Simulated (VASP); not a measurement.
Data:

```yaml
crystal:
  lattice:
    - [4.02070, 0.00000, 0.00000]
    - [0.00000, 4.02070, 0.00000]
    - [0.00000, 0.00000, 4.02070]
  atoms:
    - { symbol: Ba, position: [0.00000, 0.00000, 0.00000] }
    - { symbol: Ti, position: [0.50000, 0.50000, 0.50000] }
    - { symbol: O, position: [0.50000, 0.00000, 0.50000] }
    - { symbol: O, position: [0.00000, 0.50000, 0.50000] }
    - { symbol: O, position: [0.50000, 0.50000, 0.00000] }
```

Level of theory: optB88-vdW, VASP's PBE PAW potentials (set 64) (plane waves; VASP). Settings: 520 eV cut-off, 6×6×6 Γ-centred mesh, tetrahedra with Blöchl corrections, potentials Ba_sv Ti_sv O.

Unless said otherwise, spin-orbit coupling is left out, though it shifts the bands of the heavy elements here.

### Question
What does the run give for the energy per atom (σ→0), band gap (on the k-mesh) with the smallest direct gap where there is one?

### Answer

```yaml
band gap (on the k-mesh): 1.72 eV
smallest direct gap (on the k-mesh): 1.88 eV
energy per atom (σ→0): -6.192 eV/atom
```

The absolute energy has meaning only against runs of the same code, potentials and settings.

The compound is BaTiO3 in the cubic perovskite structure, the ideal cubic form; the compound distorts at low or room temperature. It was relaxed first.
